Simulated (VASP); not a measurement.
Output of a VASP run:

### OUTCAR
```
 ion  position               nearest neighbor table
   1  0.000  0.000  0.500-   2 2.71   2 2.71   4 2.73   3 2.73   4 2.73   3 2.73   4 2.73   3 2.73
  LATTYP: Found a hexagonal cell.
 ALAT       =     4.1094642945
 C/A-ratio  =     1.3166081482
 Subroutine PRICEL returns:
 Original cell was already a primitive cell.
 Subroutine GETGRP returns: Found 24 space group operations
The static configuration has the point symmetry D_3d.
 The point group associated with its full space group is D_6h.
The dynamic configuration has the point symmetry D_3d.
 Subroutine INISYM returns: Found 24 space group operations
 Subroutine IBZKPT returns following result:
 Found     30 irreducible k-points:

 Following reciprocal coordinates:
            Coordinates               Weight
  0.000000  0.000000  0.000000      1.000000
  0.125000  0.000000  0.000000      6.000000
  0.250000  0.000000  0.000000      6.000000
  0.375000  0.000000  0.000000      6.000000
  0.500000  0.000000  0.000000      3.000000
  0.125000  0.125000  0.000000      6.000000
  0.250000  0.125000  0.000000     12.000000
  0.375000  0.125000  0.000000     12.000000
  0.250000  0.250000  0.000000      6.000000
  0.375000  0.250000  0.000000      6.000000
  0.000000  0.000000  0.200000      2.000000
  0.125000  0.000000  0.200000     12.000000
  0.250000  0.000000  0.200000     12.000000
  0.375000  0.000000  0.200000     12.000000
  0.500000  0.000000  0.200000      6.000000
  0.125000  0.125000  0.200000     12.000000
  0.250000  0.125000  0.200000     24.000000
  0.375000  0.125000  0.200000     24.000000
  0.250000  0.250000  0.200000     12.000000
  0.375000  0.250000  0.200000     12.000000
  0.000000  0.000000  0.400000      2.000000
  0.125000  0.000000  0.400000     12.000000
  0.250000  0.000000  0.400000     12.000000
  0.375000  0.000000  0.400000     12.000000
  0.500000  0.000000  0.400000      6.000000
  0.125000  0.125000  0.400000     12.000000
  0.250000  0.125000  0.400000     24.000000
  0.375000  0.125000  0.400000     24.000000
  0.250000  0.250000  0.400000     12.000000
  0.375000  0.250000  0.400000     12.000000
   k-points           NKPTS =     30   k-points in BZ     NKDIM =     30   number of bands    NBANDS=     19
   number of dos      NEDOS =    301   number of ions     NIONS =      4
   total plane-waves  NPLWV =  40960
   dimension x,y,z NGX =    32 NGY =   32 NGZ =   40
   dimension x,y,z NGXF=    64 NGYF=   64 NGZF=   80
   ions per type =               2   2
   PREC   = accura    normal or accurate (medium, high low for compatibility)
   ISTART =      0    job   : 0-new  1-cont  2-samecut
   ICHARG =      2    charge: 1-file 2-atom 10-const
   ISPIN  =      1    spin polarized calculation?
   LNONCOLLINEAR =      F non collinear calculations
   LSORBIT =      F    spin-orbit coupling
   INIWAV =      1    electr: 0-lowe 1-rand  2-diag
   ENCUT  =  520.0 eV  38.22 Ry    6.18 a.u.   7.64  7.64 10.06*2*pi/ulx,y,z
   NELM   =    100;   NELMIN=  2; NELMDL= -5     # of ELM steps
   EDIFF  = 0.1E-05   stopping-criterion for ELM
   LREAL  =      F    real-space projection
   NLSPLINE    = F    spline interpolate recip. space projectors
   LMAXMIX     =    4 max onsite mixed and CHGCAR
   VOSKOWN=      0    Vosko Wilk Nusair interpolation
   EDIFFG = -.2E-01   stopping-criterion for IOM
   NSW    =     60    number of steps for IOM
   NBLOCK =      1;   KBLOCK =     60    inner block; outer block
   IBRION =      2    ionic relax: 0-MD 1-quasi-New 2-CG
   NFREE  =      1    steps in history (QN), initial steepest desc. (CG)
   ISIF   =      3    stress and relaxation
   ISYM   =      2    0-nonsym 1-usesym 2-fastsym
   TEIN   =    0.0    initial temperature
   TEBEG  =    0.0;   TEEND  =   0.0 temperature during run
   SMASS  =  -3.00    Nose mass-parameter (am)
   PSTRESS=    0.0 pullay stress
   NELECT =      30.0000    total number of electrons
   EFERMI =   0.00;   METHOD = LEGACY
...
```

**OSZICAR**
```
       N       E                     dE             d eps       ncg     rms          rms(c)
DAV:   1     0.179626133133E+03    0.17963E+03   -0.12508E+04  1140   0.157E+03
DAV:   2     0.537288971168E+00   -0.17909E+03   -0.17461E+03  1146   0.316E+02
DAV:   3    -0.882041865794E+01   -0.93577E+01   -0.90061E+01  1351   0.875E+01
DAV:   4    -0.910167643607E+01   -0.28126E+00   -0.27905E+00  1258   0.140E+01
DAV:   5    -0.911012574562E+01   -0.84493E-02   -0.84440E-02  1414   0.256E+00    0.103E+01
DAV:   6    -0.115006732202E+02   -0.23905E+01   -0.24079E+01  1245   0.877E+01    0.151E+01
DAV:   7    -0.825769389060E+01    0.32430E+01   -0.97440E+00  1239   0.629E+01    0.284E+00
DAV:   8    -0.831256789284E+01   -0.54874E-01   -0.11811E+00  1558   0.951E+00    0.247E+00
DAV:   9    -0.826335415111E+01    0.49214E-01   -0.21198E-01  1303   0.778E+00    0.573E-01
DAV:  10    -0.826377416853E+01   -0.42002E-03   -0.74828E-03  1229   0.745E-01    0.444E-01
DAV:  11    -0.826365570025E+01    0.11847E-03   -0.17369E-03  1437   0.364E-01    0.120E-01
DAV:  12    -0.826358413416E+01    0.71566E-04   -0.70309E-04  1739   0.390E-01    0.515E-02
DAV:  13    -0.826357884099E+01    0.52932E-05   -0.45514E-05  1229   0.588E-02    0.159E-02
DAV:  14    -0.826357572782E+01    0.31132E-05   -0.30480E-06  1122   0.196E-02    0.533E-03
DAV:  15    -0.826357481205E+01    0.91577E-06   -0.57075E-07   648   0.125E-02
   1 F= -.82635748E+01 E0= -.82627260E+01  d E =-.826357E+01
```

**OUTCAR**
```
------------------------ aborting loop because EDIFF is reached ----------------------------------------
  FORCE on cell =-STRESS in cart. coord.  units (eV):
  Direction    XX          YY          ZZ          XY          YZ          ZX
  --------------------------------------------------------------------------------------
  Total        0.0175727      0.0175727      0.0001757      0.0000000      0.0000000      0.0000000
  in kB        0.3557995      0.3557996      0.0035581      0.0000000      0.0000000      0.0000000
  external PRESSURE =       0.2383857 kB  Pullay stress =       0.0000000 kB
  volume of cell :       79.13
      direct lattice vectors                 reciprocal lattice vectors
     2.054732067 -3.558900521  0.000000000     0.243340729 -0.140492828  0.000000000
     2.054732067  3.558900521  0.000000000     0.243340729  0.140492828  0.000000000
     0.000000000  0.000000000  5.410554175     0.000000000  0.000000000  0.184823951
 POSITION                                       TOTAL-FORCE (eV/Angst)
 -----------------------------------------------------------------------------------
      0.00000      0.00000      2.70528        -0.000000      0.000000      0.000000
      0.00000      0.00000      0.00000        -0.000000      0.000000      0.000000
      2.05473      1.18630      1.35264         0.000000      0.000000     -0.000000
      2.05473     -1.18630      4.05792        -0.000000     -0.000000     -0.000000
 -----------------------------------------------------------------------------------
    total drift:                                0.000000     -0.000000      0.000000
  FREE ENERGIE OF THE ION-ELECTRON SYSTEM (eV)
  ---------------------------------------------------
  free  energy   TOTEN  =        -8.2635748121 eV

  energy  without entropy=       -8.2610284292  energy(sigma->0) =       -8.26272602

 reached required accuracy - stopping structural energy minimisation
```
(Selected blocks of OUTCAR.)

File POSCAR:
```
NiSb
1
    2.0547320671    -3.5589005212     0.0000000000
    2.0547320671     3.5589005212    -0.0000000000
   -0.0000000000    -0.0000000000     5.4105541749
Ni Sb
2 2
Direct
  0.0000000000   1.0000000000   0.5000000000
  0.0000000000   1.0000000000   0.0000000000
  0.3333330000   0.6666670000   0.2500000000
  0.6666670000   0.3333330000   0.7500000000
```

Question: Reconstruct the remaining input files.

Answer: One answer among several that fit: the input of the run itself, vdW-DF2, plane waves, VASP's PBE PAW potentials (set 64).

INCAR:
```
! general
SYSTEM   = NiSb
PREC     = Accurate
ENCUT    = 520
LREAL    = .False.
LASPH    = .True.

! electronic loop
EDIFF    = 1E-6
NELM     = 100
ALGO     = Normal
LMAXMIX  = 4

! smearing
ISMEAR   = 1
SIGMA    = 0.1

! functional
GGA      = ML
LUSE_VDW = .True.
AGGAC    = 0.0
ZAB_VDW  = -1.8867

! ions
IBRION   = 2
NSW      = 60
ISIF     = 3
EDIFFG   = -0.02

! output
LWAVE    = .False.
LCHARG   = .False.
```

File KPOINTS:
```
Automatic mesh
0
Gamma
8 8 5
0 0 0
```

POTCAR, in this order: Ni Sb (PBE.64 set). Program: vasp_std.

The compound is NiSb in the NiAs type structure. It was relaxed first, which changed the volume by +15 %. The start is the result of an earlier pass. The run is not spin-polarised, so no magnetic state was tried.
